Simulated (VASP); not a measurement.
VASP ran on this input.

### INCAR
```
ALGO = Normal
EDIFF = 1E-6
EDIFFG = -0.02
ENCUT = 500
GGA = PE
IBRION = 2
ISIF = 3
ISMEAR = 1
LASPH = .TRUE.
LCHARG = .FALSE.
LMAXMIX = 4
LREAL = .FALSE.
LWAVE = .FALSE.
NELM = 100
NSW = 40
PREC = Accurate
PSTRESS = 200
SIGMA = 0.1
SYSTEM = Zn
```

File KPOINTS:
```
Automatic mesh
0
Gamma
16 16 8
0 0 0
```

POSCAR:
```
Zn
1
    1.2950469236    -2.2430875837     0.0000000000
    1.2950469236     2.2430875837     0.0000000000
    0.0000000000     0.0000000000     4.6978795106
Zn
2
Direct
  0.3333330000   0.6666670000   0.2500000000
  0.6666670000   0.3333330000   0.7500000000
```

POTCAR, in this order: Zn (PBE.64 set). Program: vasp_std.

### Question
Write an equivalent input for Ansatz.

### Answer
One equivalent input (not run):
Ansatz 0.2 input:
```yaml
crystal:
  lattice:
    - [1.2950469, -2.2430876, 0.0000000]
    - [1.2950469, 2.2430876, 0.0000000]
    - [0.0000000, 0.0000000, 4.6978795]
  atoms:
    - { symbol: Zn, position: [0.3333330, 0.6666670, 0.2500000] }
    - { symbol: Zn, position: [0.6666670, 0.3333330, 0.7500000] }
kpoints:
  mp_grid: { grid: [16, 16, 8] }
hamiltonian:
  xc: pbe
  pseudopotentials: { kind: paw }
scf:
  occupations: { method: methfessel_paxton, width: 0.1 }
  max_iter: 100
relax:
  max_steps: 40
  f_tol: 0.02
  cell: { p_target: 20 }
output: { forces: true, stress: true, eigenvalues: true }
```
What does not carry over: each code has its own PAW files, so the cut-off isn't converted (ENCUT is set for VASP's; basis.ecutwfc is left out, and Ansatz then takes the one that its files recommend); Ansatz stops its SCF on the density residual and VASP on the energy change (EDIFF).

The compound is Zn in the hcp structure. This run relaxes it under an external pressure of 20 GPa. Symmetry was kept, so distortions that lower it aren't found.
